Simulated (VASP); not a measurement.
Wanted: the native input for a VASP 6.6.1 run.

| Property | Result |
| --- | --- |
| Task | electron localisation function |
| Functional | PBE |
| Potentials or basis | VASP PAW PBE potentials, release 64 (C, Ge_d, Cl, H) |
| Cutoff | 520 eV |
| k mesh | 1 × 1 × 1 |
| Occupations | gaussian, width 0.01 eV |
| Spin | no spin polarisation |
| Further INCAR settings | ALGO = Normal; EDIFF = 1e-06 |

The structure of CGeClH3 lies in POSCAR:

```
GeH3CCl
1.0
   12.0000000000      0.0000000000      0.0000000000
    0.0000000000     13.0000000000      0.0000000000
    0.0000000000      0.0000000000     11.0000000000
C Ge Cl H
1 1 1 3
Direct
    0.4606291700      0.5591038500      0.4990272700
    0.6077458300      0.5291500000      0.5732909100
    0.5822458300      0.3623115400      0.5910363600
    0.4510041700      0.6409192300      0.4791636400
    0.3944208300      0.5344346200      0.5609272700
    0.4512875000      0.5146961500      0.4151454500
```

These files were run (other wordings do the same):

INCAR

```
SYSTEM = GeH3CCl
PREC     = Accurate       ! precision mode
ENCUT    = 520            ! plane-wave cutoff, eV
EDIFF    = 1E-6           ! SCF threshold, eV
ISMEAR   = 0              ! smearing method
SIGMA    = 0.01           ! smearing width, eV
LREAL    = .False.        ! projectors in reciprocal space
LASPH    = .True.         ! aspherical terms in the spheres
NELM     = 60             ! most SCF steps
ALGO     = Normal         ! electronic algorithm
ISIF     = 2              ! what is computed and relaxed
LWAVE    = .False.        ! write WAVECAR
LCHARG   = .True.         ! write CHGCAR
GGA      = PE             ! functional
LELF     = .True.         ! ELF
```

KPOINTS

```
regular mesh
0
Gamma
  1 1 1
  0 0 0
```

Potentials or basis: VASP PAW PBE potentials, release 64 (C, Ge_d, Cl, H).

Launch:

```console
$ cat potpaw_PBE.64/C/POTCAR potpaw_PBE.64/Ge_d/POTCAR potpaw_PBE.64/Cl/POTCAR potpaw_PBE.64/H/POTCAR > POTCAR
$ mpirun -np 1 vasp_gam > vasp.out
```

Results of the run:

```
Largest force                   : 0.328 eV/Å
Gap between the frontier levels : 2.38 eV
```

Wall time 2.8 min on 1 thread of Intel(R) Xeon(R) Platinum 8488C (Sapphire Rapids) (shared host), peak memory 1.3 GiB.
